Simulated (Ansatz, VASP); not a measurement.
# SiO2: VASP beside Ansatz, part 2 of 2

Aim: how closely do two programs agree when they are given the same cell, functional and k mesh? The cell is taken from a series of runs on this material, whose earlier steps may have relaxed, scaled, displaced or heated it; both programs get it as it stands.

VASP 6.6.1 and Ansatz 0.2.0.

So far. Step 5 (VASP: single point, LDA, pair 2): The run ends at a pressure of -1.25 GPa, with forces up to 3.2e-4 eV/Å.

## (6) Ansatz: single point, LDA, pair 2

Level of this step: Ansatz beside VASP: Kohn-Sham DFT, plane waves, LDA (Ansatz).

The same cell, functional (in two slightly different forms), mesh and smearing now go to Ansatz, which takes its cutoff from its data sets.

The cell is taken from a series of runs on this material, whose earlier steps may have relaxed, scaled, displaced or heated it; both programs get it as it stands.

File input.yaml:

```yaml
crystal:
  lattice:
    - [-2.37405, 2.37405, 3.85632]
    - [2.37405, -2.37405, 3.85632]
    - [2.37405, 2.37405, -3.85632]
  atoms:
    - { symbol: Si, position: [0.0, 0.0, 0.0] }
    - { symbol: Si, position: [0.75, 0.25, 0.5] }
    - { symbol: O, position: [0.9830423018, 0.625, 0.8580423018] }
    - { symbol: O, position: [0.375, 0.2330423018, 0.3580423018] }
    - { symbol: O, position: [0.7669576982, 0.125, 0.1419576982] }
    - { symbol: O, position: [0.875, 0.0169576982, 0.6419576982] }
kpoints:
  mp_grid: { grid: [8, 8, 8] }
  band_path:
    path:
      - [0.0, 0.0, 0.0]
      - [0.0, 0.0, 0.5]
      - [0.25, 0.25, 0.25]
      - [0.0, 0.5, 0.0]
      - [0.5, 0.5, -0.5]
      - [0.35051897, 0.64948103, -0.35051897]
      - [-0.35051897, 0.35051897, 0.35051897]
      - [-0.20103795, 0.20103795, 0.5]
    npoints: 1
hamiltonian:
  xc: lda
  pseudopotentials: { kind: paw, azcp: { folder: soft_1 }, xc_functional: pbe }
scf:
  occupations: { method: fermi_dirac, width: 0.02 }
  n_extra_bands: 6
output:
  eigenvalues: true
  forces: true
  stress: true
```

On the command line:

```console
> ansatz run input.yaml --threads 3 --pin off --max-ram 92160MiB --backend cuda --events-out ev --progress --plain --runs-dir out --devices 1 --max-vram 13GiB
```

Numbers of over 12 decimals in the logs are rounded to 6 here.

What it wrote:

```text
[...]
GPUs: using 1 of 1 available (devices: 1).
[...]
GPU FFT provider: cuFFT
GPU libraries: cuBLAS 13.8.2, cuFFT 12.4.0, cuSOLVER 12.3.4
Crystal: 6 atoms, lattice volume = 86.939 Å³
Basis set: ecut = 420 eV, 1677 PW (Γ)
Bands: 22, of which v1, the nominal top of the filled ones, is band 16 counted from 1 (15 counted from 0)
Symmetry: 8 space group operations
[...]
k-point 0: bands = [... 12 lower, -0.8622, -0.2365, 0.7083, 0.7083, 6.3778, 9.1606, 11.2034, 11.2034, ... 2 higher]
  k-point 1: bands = [... 12 lower, -0.8444, -0.1893, 0.6568, 0.6778, 6.7369, 9.4228, 10.6603, 11.0974, ... 2 higher]
  k-point 2: bands = [... 12 lower, -0.7598, -0.1220, 0.5324, 0.5871, 7.6480, 10.0837, 10.2531, 10.7720, ... 2 higher]
  k-point 58: bands = [... 12 lower, -0.8483, -0.8483, 0.5507, 0.5507, 9.2647, 9.2647, 10.4437, 10.4437, ... 2 higher]
[key lines of the parts left out:]
SCF converged after 7 iterations
Free energy (F): -3445.317375 eV
Fermi energy:    3.566028 eV
P = ⅓ Tr σ = -1.2587 GPa (-12.587 kbar)
```

## (7) Differences

The two programs side by side:

```tsv
quantity	Ansatz	VASP	difference
pressure (GPa)	-1.26	-1.25	-0.01
gap on the k mesh (eV)	5.670	5.673	-0.003
```

A gap on the mesh is an upper bound, since the band edges may lie between its points.

## (8) VASP: single point, LDA, pair 3

A single point gives forces, pressure and levels at one fixed geometry, so differences don't come from the geometry; what else differs is listed under the comparison. The cell compared in this pair holds 85.25 Å³, against 86.94 Å³ for the pair before.

File INCAR:

```
SYSTEM = SiO2
PREC = Accurate
ENCUT = 600
EDIFF = 1E-06
NELM = 120
ISMEAR = -1
SIGMA = 0.02
LREAL = .FALSE.
ALGO = Normal
GGA = PW92
NBANDS = 22
LORBIT = 11
LWAVE = .FALSE.
LCHARG = .FALSE.
ISIF = 2
LASPH = .TRUE.
GGA_COMPAT = .FALSE.
EFERMI = MIDGAP
KPAR = 2
```

File POSCAR:

```
SiO2
1.0
   -2.3977905000      2.3740500000      3.7440000000
    2.3977905000     -2.3740500000      3.7440000000
    2.3977905000      2.3740500000     -3.7440000000
Si O
2 4
Direct
    0.9993832147      0.9993832147      1.0000000000
    0.7506167853      0.2506167853      0.5000000000
    0.9884765799      0.6250000000      0.8634765799
    0.3750000000      0.2386631420      0.3636631420
    0.7615234201      0.1250000000      0.1365234201
    0.8750000000      0.0113368580      0.6363368580
```

File KPOINTS:

```
Automatic mesh
0
Gamma
8 8 8
0 0 0
```

The projector-augmented-wave data sets are Si and O (LDA family, release 64).

On the command line:

```console
> mpirun -np 2 vasp_std
```

What it wrote:

```text
[... set-up lines as in an earlier step ...]
 entering main loop
       N       E                     dE             d eps       ncg     rms          rms(c)
DAV:   1     0.200442960533E+03    0.20044E+03   -0.17732E+04  4180   0.146E+03
DAV:   2    -0.448880682058E+02   -0.24533E+03   -0.23455E+03  5684   0.315E+02
DAV:   3    -0.585164717049E+02   -0.13628E+02   -0.13572E+02  5290   0.795E+01
DAV:   4    -0.586713774251E+02   -0.15491E+00   -0.15478E+00  5164   0.953E+00
[...]
DAV:  11    -0.519205555882E+02    0.49575E-04   -0.54833E-04  5260   0.166E-01    0.184E-02
DAV:  12    -0.519205556494E+02   -0.61231E-07   -0.19921E-05  5170   0.331E-02    0.426E-03
DAV:  13    -0.519205565141E+02   -0.86470E-06   -0.13249E-06  3758   0.810E-03
   1 F= -.51920557E+02 E0= -.51920557E+02  d E =0.000000E+00
```

From OUTCAR (step 8):

```text
  Total        0.1333890      0.7120347     -0.8144306      0.0000000      0.0000000      0.0000000
  in kB        2.5068804     13.3818093    -15.3062128      0.0000000      0.0000000      0.0000000
  external PRESSURE =       0.1941589 kB  Pullay stress =       0.0000000 kB

 POSITION                                       TOTAL-FORCE (eV/Angst)
 -----------------------------------------------------------------------------------
      0.00000      0.00000      7.48338         0.000000     -0.000000      0.001557
      0.00000      2.37405      1.87662        -0.000000     -0.000000     -0.001557
      1.19890      2.91285      2.80800         0.000000     -0.003436     -0.000000
      0.54508      1.18702      0.93600         0.001339     -0.000000      0.000000
     -1.19890      1.83525      2.80800         0.000000      0.003436      0.000000
     -0.54508      3.56108      0.93600        -0.001339      0.000000     -0.000000
 -----------------------------------------------------------------------------------
    total drift:                                0.000000      0.000000     -0.000000

  FREE ENERGIE OF THE ION-ELECTRON SYSTEM (eV)
  ---------------------------------------------------
  free  energy   TOTEN  =       -51.9205565141 eV

  energy  without entropy=      -51.9205565141  energy(sigma->0) =      -51.92055651

[... 3 further parts left out ...]
[key lines of the parts left out:]
E-fermi :   2.5248
```

The run ends at a pressure of 0.02 GPa, with forces up to 0.0034 eV/Å.

## (9) Ansatz: single point, LDA, pair 3

The same cell, functional (in two slightly different forms), mesh and smearing now go to Ansatz, which takes its cutoff from its data sets.

The cell is taken from a series of runs on this material, whose earlier steps may have relaxed, scaled, displaced or heated it; both programs get it as it stands.

input.yaml, the sections that differ from step 6:

```yaml
crystal:
  lattice:
    - [-2.3977905, 2.37405, 3.744]
    - [2.3977905, -2.37405, 3.744]
    - [2.3977905, 2.37405, -3.744]
  atoms:
    - { symbol: Si, position: [-0.0006167853, -0.0006167853, 0.0] }
    - { symbol: Si, position: [0.7506167853, 0.2506167853, 0.5] }
    - { symbol: O, position: [0.9884765799, 0.625, 0.8634765799] }
    - { symbol: O, position: [0.375, 0.238663142, 0.363663142] }
    - { symbol: O, position: [0.7615234201, 0.125, 0.1365234201] }
    - { symbol: O, position: [0.875, 0.011336858, 0.636336858] }
# kpoints, hamiltonian, scf, output: as in step 6
```

On the command line:

```console
> ansatz run input.yaml --threads 3 --pin off --max-ram 92160MiB --backend cuda --events-out ev --progress --plain --runs-dir out --devices 1 --max-vram 13GiB
```

What it wrote:

```text
[...]
GPUs: using 1 of 1 available (devices: 1).
[...]
GPU FFT provider: cuFFT
GPU libraries: cuBLAS 13.8.2, cuFFT 12.4.0, cuSOLVER 12.3.4
Crystal: 6 atoms, lattice volume = 85.250 Å³
Basis set: ecut = 420 eV, 1647 PW (Γ)
Bands: 22, of which v1, the nominal top of the filled ones, is band 16 counted from 1 (15 counted from 0)
Symmetry: 4 space group operations
[...]
k-point 0: bands = [... 12 lower, -0.6893, -0.1536, 0.7747, 0.7802, 6.6087, 9.3241, 11.6448, 11.7644, ... 2 higher]
  k-point 1: bands = [... 12 lower, -0.7014, -0.0855, 0.7359, 0.7473, 6.9697, 9.5715, 11.1171, 11.5649, ... 2 higher]
  k-point 2: bands = [... 12 lower, -0.6389, 0.0237, 0.6418, 0.6605, 7.8868, 10.1906, 10.6548, 11.1360, ... 2 higher]
  k-point 94: bands = [... 12 lower, -0.7526, -0.7483, 0.5905, 0.6336, 9.5091, 9.5879, 10.5024, 10.5400, ... 2 higher]
[key lines of the parts left out:]
SCF converged after 8 iterations
Free energy (F): -3445.369209 eV
Fermi energy:    3.716147 eV
P = ⅓ Tr σ = -0.0056 GPa (-0.056 kbar)
```

## (10) Comparison

Both answers:

```tsv
quantity	Ansatz	VASP	difference
pressure (GPa)	-0.01	0.02	-0.03
gap on the k mesh (eV)	5.829	5.832	-0.003
```

A gap on the mesh is an upper bound, since the band edges may lie between its points.

## (11) What came out

```json
{
 "difference in gap on the k mesh (single point, LDA, pair 1)": "-0.0033 eV",
 "difference in gap on the k mesh (single point, LDA, pair 2)": "-0.0032 eV",
 "difference in gap on the k mesh (single point, LDA, pair 3)": "-0.0034 eV"
}
```

**Reading.** The difference in gap on the k mesh is -0.0034 eV (single point, LDA, pair 3), within the 0.08 eV picked in this series as the mark of a large difference. 1 further run of this series is not shown here. Such differences can come from data sets, numerical settings and the points named under the comparisons, not from the functional's error against experiment.

[Lines on the potential files, build, host, timing and source positions are cut from VASP's logs without a mark.]

[Logs are printed without paths, hosts, clocks, repeated set-up lines and the standing remarks that a program may print on its own settings, such as how far it seeks lower states.]

[Hosts, paths, dates, database ids (printed as entryN), source tags and the programs' standing remarks are cut or masked in the printed files.]
